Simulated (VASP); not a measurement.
Given:

```
MoSe2
1.0
    1.66104    -2.87701     0.00000
    1.66104     2.87701     0.00000
    0.00000     0.00000    15.03613
Mo Se
2 4
Cartesian
  1.66104   0.95900   3.75903
  1.66104  -0.95900  11.27710
  1.66104   0.95900  12.94800
  1.66104  -0.95900   5.42993
  1.66104  -0.95900   2.08814
  1.66104   0.95900   9.60620
```

These are PBE GGA, VASP's PBE PAW potentials (set 64) (plane waves; VASP) values and carry that method's errors. Run with 520 eV cut-off, 6×6×1 Γ-centred mesh, Gaussian smearing of 0.050 eV, potentials Mo_sv Se.

Without a dispersion term in the relaxation, distances and binding between the weakly bound layers, chains or molecules are unreliable, and so is what depends on them.

Q: Estimate the energy per atom (σ→0).

A: 
The energy per atom (σ→0) is -6.663 eV/atom.

The absolute energy has meaning only against runs of the same code, potentials and settings.

The compound is MoSe2 in the 2H layered structure. It was relaxed first, which changed the volume by +19 %.
